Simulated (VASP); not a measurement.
```
SrCl2
1.0
    0.00000     3.44742     3.50115
    3.47346     0.00000     3.50115
    3.47346     3.44742     0.00000
Sr Cl
1 2
Cartesian
  0.00000   0.00000   0.00000
  1.73673   1.72371   1.75058
  5.26826   5.17113   5.25173
```

All values below come from PBE GGA, VASP's PBE PAW potentials (set 64) (plane waves; VASP 6.6.1). Run with 400 eV cut-off, 7×7×7 Monkhorst-Pack mesh, Gaussian smearing of 0.050 eV, potentials Sr_sv Cl.

Task: Which forces act on the atoms, in eV/Å?

Result: 
| atom | Fx | Fy | Fz |
|---|---|---|---|
| Sr1 | 0.084 | 0.000 | 0.000 |
| Cl2 | 0.086 | 0.000 | 0.000 |
| Cl3 | -0.170 | 0.000 | 0.000 |

Task: Give the stress tensor in GPa (positive for a compressed cell).

Result: 
```
1.60  0.00  0.00
0.00  1.97  0.30
0.00  0.30  1.16
```
The pressure is its mean diagonal, 1.58 GPa.

The compound is SrCl2 in the fluorite structure. The cell was not relaxed at this level, atoms are displaced from their ideal sites. The run is one of a series of settings (KPOINTS 7×7×7 Monkhorst-Pack mesh against the base run), some of them coarse on purpose.
